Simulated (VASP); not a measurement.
Here is the system:

```
Al2Au
1.0
    0.00000     3.01339     3.01339
    3.01339     0.00000     3.01339
    3.01339     3.01339     0.00000
Al Au
2 1
Direct
  0.25000   0.25000   0.25000
  0.75000   0.75000   0.75000
  0.00000   0.00000   0.00000
```

Computed with optB86b-vdW, VASP's PBE PAW potentials (set 64) (plane waves; VASP). Settings: 520 eV cut-off, 9×9×9 Γ-centred mesh, first-order Methfessel-Paxton smearing of 0.10 eV, potentials Al Au.

### Question
The job: AuAl2 (fluorite), 3 atoms, optB86b-vdW, static run, 520 eV, 9×9×9 Γ-centred mesh. Roughly how much core time does it take on a busy server core?

### Answer
About 30 core-seconds (one run on a shared machine, a rough figure). It had 35 irreducible k-points, 12 bands, up to 1486 plane waves and 13 electronic steps.

The compound is AuAl2 in the fluorite structure. It was relaxed first. The electron count is odd and the run is not spin-polarised, which forces a metal.
